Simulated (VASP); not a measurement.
Given:

```
ZnP2Si
1.0
   -2.62418     2.62418     5.10159
    2.62418    -2.62418     5.10159
    2.62418     2.62418    -5.10159
Zn Si P
2 2 4
Direct
  0.00000   0.00000   0.00000
  0.75000   0.25000   0.50000
  0.50000   0.50000   0.00000
  0.25000   0.75000   0.50000
  0.87500   0.86013   0.48513
  0.13987   0.62500   0.01487
  0.37500   0.38987   0.51487
  0.61013   0.12500   0.98513
```

Level of theory: PBE GGA, VASP's PBE PAW potentials (set 64) (plane waves; VASP). Settings: 500 eV cut-off, 6×6×6 Γ-centred mesh, Gaussian smearing of 0.050 eV, potentials Zn Si P.

Energy and stress use the plane-wave basis of the starting cell.

The ions, cell shape and volume at an external pressure of 20.0 GPa are relaxed. Predict the relaxed structure.

```
ZnP2Si
1.0
   -2.56511     2.56511     4.98632
    2.56511    -2.56511     4.98632
    2.56511     2.56511    -4.98632
Zn Si P
2 2 4
Direct
  0.00000   0.00000   0.00000
  0.75000   0.25000   0.50000
  0.50000   0.50000   0.00000
  0.25000   0.75000   0.50000
  0.87500   0.86208   0.48708
  0.13792   0.62500   0.01292
  0.37500   0.38792   0.51292
  0.61208   0.12500   0.98708
```
Space group I-42d (122), at a tolerance of 0.03 Å.

How do energy and volume change from the first to the last step?

The energy (σ→0) changes by +107.0 meV/atom and the volume by -6.6 %, in 6 ionic steps.

The compound is ZnSiP2 in the chalcopyrite structure. This run relaxes it under an external pressure of 20 GPa. Symmetry was kept, so distortions that lower it aren't found.
